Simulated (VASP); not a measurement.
Computed with PBE GGA, VASP's PBE PAW potentials (set 64) (plane waves; VASP 6.6.1).

A VASP calculation is set up with these files.

**POSCAR**
```
BeCd3Te4
1.0
  6.3668070463   0.0000000000   0.0000000000
  0.0000000000   6.3668070463   0.0000000000
  0.0000000000   0.0000000000   6.3668070463
Cd Te Be
3 4 1
Cartesian
  0.0000000000   0.0000000000   6.3668070463
  3.1834035231   3.1834035231   0.0000000000
  3.1834035231   0.0000000000   3.1834035231
  1.4430087643   1.7403947589   1.7403947589
  4.9237982820   4.6264122874   1.7403947589
  4.9237982820   1.7403947589   4.6264122874
  1.4430087643   4.6264122874   4.6264122874
  0.0000000000   3.1834035231   3.1834035231
```

### INCAR
```
# general
SYSTEM   =  BeCd3Te4
PREC     =  Accurate
ENCUT    =  400
LREAL    =  .FALSE.
LASPH    =  .TRUE.
ICHARG   =  11

# electronic loop
EDIFF    =  1E-6
NELM     =  100
ALGO     =  Normal
LMAXMIX  =  4

# smearing
ISMEAR   =  0
SIGMA    =  0.05

# functional
GGA      =  PE

# output
LWAVE    =  .FALSE.
LCHARG   =  .FALSE.
```

KPOINTS:
```
k-points along high-symmetry lines
15
Line-mode
Reciprocal
  0.000000   0.000000   0.000000 ! GAMMA
  0.000000   0.500000   0.000000 ! X

  0.000000   0.500000   0.000000 ! X
  0.500000   0.500000   0.000000 ! M

  0.500000   0.500000   0.000000 ! M
  0.000000   0.000000   0.000000 ! GAMMA

  0.000000   0.000000   0.000000 ! GAMMA
  0.500000   0.500000   0.500000 ! R

  0.500000   0.500000   0.500000 ! R
  0.000000   0.500000   0.000000 ! X

  0.500000   0.500000   0.500000 ! R
  0.500000   0.500000   0.000000 ! M
```

POTCAR, in this order: Cd Te Be (PBE.64 set). Program: vasp_std. Read from the step before: CHGCAR.

What VASP printed:

File OUTCAR:
```
 ion  position               nearest neighbor table
   1  0.000  0.000  0.000-   4 2.85   5 2.85   6 2.85   7 2.85
   2  0.500  0.500  0.000-   4 2.85   5 2.85   6 2.85   7 2.85
   3  0.500  0.000  0.500-   4 2.85   5 2.85   6 2.85   7 2.85
   4  0.227  0.273  0.273-   8 2.50   2 2.85   3 2.85   1 2.85
   5  0.773  0.727  0.273-   8 2.50   2 2.85   3 2.85   1 2.85
   6  0.773  0.273  0.727-   8 2.50   2 2.85   3 2.85   1 2.85
   7  0.227  0.727  0.727-   8 2.50   2 2.85   3 2.85   1 2.85
   8  0.000  0.500  0.500-   4 2.50   5 2.50   6 2.50   7 2.50
  LATTYP: Found a simple cubic cell.
 ALAT       =     6.3668070463
 Subroutine PRICEL returns:
 Original cell was already a primitive cell.
 Subroutine GETGRP returns: Found 24 space group operations
The static configuration has the point symmetry D_2d.
 The point group associated with its full space group is T_d .
The dynamic configuration has the point symmetry D_2d.
 Subroutine INISYM returns: Found 24 space group operations
   k-points           NKPTS =     90   k-points in BZ     NKDIM =     90   number of bands    NBANDS=     37
   number of dos      NEDOS =    301   number of ions     NIONS =      8
   total plane-waves  NPLWV =  74088
   dimension x,y,z NGX =    42 NGY =   42 NGZ =   42
   dimension x,y,z NGXF=    84 NGYF=   84 NGZF=   84
   ions per type =               3   4   1
   PREC   = accura    normal or accurate (medium, high low for compatibility)
   ISTART =      0    job   : 0-new  1-cont  2-samecut
   ICHARG =     11    charge: 1-file 2-atom 10-const
   ISPIN  =      1    spin polarized calculation?
   LNONCOLLINEAR =      F non collinear calculations
   LSORBIT =      F    spin-orbit coupling
   INIWAV =      1    electr: 0-lowe 1-rand  2-diag
   ENCUT  =  400.0 eV  29.40 Ry    5.42 a.u.  10.38 10.38 10.38*2*pi/ulx,y,z
   NELM   =    100;   NELMIN=  2; NELMDL= -5     # of ELM steps
   EDIFF  = 0.1E-05   stopping-criterion for ELM
   LREAL  =      F    real-space projection
   NLSPLINE    = F    spline interpolate recip. space projectors
   LMAXMIX     =    4 max onsite mixed and CHGCAR
   VOSKOWN=      0    Vosko Wilk Nusair interpolation
   EDIFFG = 0.1E-04   stopping-criterion for IOM
   NSW    =      0    number of steps for IOM
...
```

**OSZICAR**
```
       N       E                     dE             d eps       ncg     rms          rms(c)
DAV:   1     0.335958957912E+03    0.33596E+03   -0.23772E+04  6660   0.117E+03
DAV:   2    -0.745998738427E+00   -0.33670E+03   -0.32734E+03  7680   0.294E+02
DAV:   3    -0.204330206503E+02   -0.19687E+02   -0.19526E+02  7830   0.717E+01
DAV:   4    -0.207870046929E+02   -0.35398E+00   -0.35351E+00  8421   0.851E+00
DAV:   5    -0.207918642009E+02   -0.48595E-02   -0.48590E-02  7954   0.105E+00
DAV:   6    -0.207919947994E+02   -0.13060E-03   -0.13060E-03  8546   0.151E-01
DAV:   7    -0.207919981265E+02   -0.33271E-05   -0.33271E-05  7986   0.235E-02
DAV:   8    -0.207919982649E+02   -0.13841E-06   -0.13843E-06  6157   0.441E-03
   1 F= -.20791998E+02 E0= -.20791998E+02  d E =-.439016E-14
```

### OUTCAR
```
 val. band max:        2.4673169870   @ k =   0.0000   0.0000   0.0000

 cond. band min:       3.5867083637   @ k =   0.0000   0.0000   0.0000



 k-point     1 :       0.0000    0.0000    0.0000
  band No.  band energies     occupation
      1      -8.6697      2.00000
      2      -7.8952      2.00000
      3      -7.8952      2.00000
      4      -7.8952      2.00000
      5      -5.6208      2.00000
      6      -5.6208      2.00000
      7      -5.6208      2.00000
      8      -5.5208      2.00000
      9      -5.5011      2.00000
     10      -5.5011      2.00000
     11      -5.4942      2.00000
     12      -5.4942      2.00000
     13      -5.4942      2.00000
     14      -5.4386      2.00000
     15      -5.4386      2.00000
     16      -5.3887      2.00000
     17      -5.1670      2.00000
     18      -5.1670      2.00000
     19      -5.1670      2.00000
     20      -2.0513      2.00000
     21      -1.5860      2.00000
     22      -1.5860      2.00000
     23       0.3802      2.00000
     24       0.3802      2.00000
     25       0.3802      2.00000
     26       0.8508      2.00000
     27       0.8508      2.00000
     28       0.8508      2.00000
     29       2.4673      2.00000
     30       2.4673      2.00000
     31       2.4673      2.00000
     32       3.5867      0.00000
     33       4.7155      0.00000
     34       4.7155      0.00000
     35       5.1369      0.00000
     36       5.1369      0.00000
     37       5.1369      0.00000

 k-point     2 :       0.0000    0.0357    0.0000
  band No.  band energies     occupation
      1      -8.6677      2.00000
      2      -7.8974      2.00000
      3      -7.8953      2.00000
      4      -7.8953      2.00000
      5      -5.6208      2.00000
      6      -5.6207      2.00000
      7      -5.6207      2.00000
      8      -5.5202      2.00000
      9      -5.5017      2.00000
     10      -5.5013      2.00000
     11      -5.4948      2.00000
     12      -5.4948      2.00000
...
```

The density is held fixed in this step, so its total energy and stress have no physical meaning. Unless said otherwise, spin-orbit coupling is left out, though it shifts the bands of the heavy elements here.

The structure was generated: BeCd3Te4 was put into an ordered model structure (P-43m), which need not be its known phase. It was relaxed first.
